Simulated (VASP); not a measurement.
Ir: stress against strain

Ir (fcc, Fm-3m, 14.293 Å³/atom and stress up to 0.14 GPa in the relaxed cell, cube axes along x, y and z) under an equal strain ε along x and y, with z held. r2SCAN in VASP (plane waves, PAW), 480 eV, 20×20×20 Γ-centred mesh, Methfessel-Paxton smearing 0.10 eV. Stress is positive for a compressed cell.

Here s stands for strain and y for stress xx.

```
strain (%)  stress xx (GPa)
----------  ---------------
-3.00                     ?
-1.50                 14.45
-1.00                  9.30
-0.50                  4.44
0.00                  -0.14
0.50                  -4.45
1.00                  -8.50
1.50                 -12.29
```

Taking a straight line for y over the 7 complete rows: Means: s 0, y 0.401. About the means, the sum of products is -62.355 and the sum of squares of s is 7.0000; the slope is their ratio. Least squares gives y = 0.401 - 8.9079·s. Residuals (row less fit): 0.687, -0.009, -0.415, -0.541, -0.397, 0.007, 0.671; standard error 0.556 (degrees of freedom: 5). The slope gives the elastic constants C11 + C12 = about 890 GPa.

Task: What does the fit predict for y at s = -3.00, and how far is the calculated value from it?

Result: y = 0.401 - 8.9079 × (-3.0) = 27.125 GPa. The calculation gives 31.79 GPa, 4.665 GPa above the prediction (10.6 % of the range of y in the table). The row lies outside the fitted rows, so this is an extrapolation. From the scatter of the fitted rows alone, a prediction at this place has a standard error of 0.866 GPa, so the miss is 5.4 times that.

A polynomial of degree 2 through the 12 other runs of the series gives 31.52 there, so most of the miss is curvature that the fit leaves out. In a metal these values are sensitive to mesh and smearing; energies are taken to zero smearing, stresses follow the free energy. The runs aren't spin-polarised. Spin-orbit coupling is left out, which can shift these values for the heavy elements here. Rows are the converged runs of the series near zero and its far end, less any whose ions stayed unrelaxed beside relaxed ones; series whose fitted rows scatter by over a few per cent of the range, as at a crossing or softening among them, aren't shown in this form. Most that stay on the fit to the last digits aren't either.
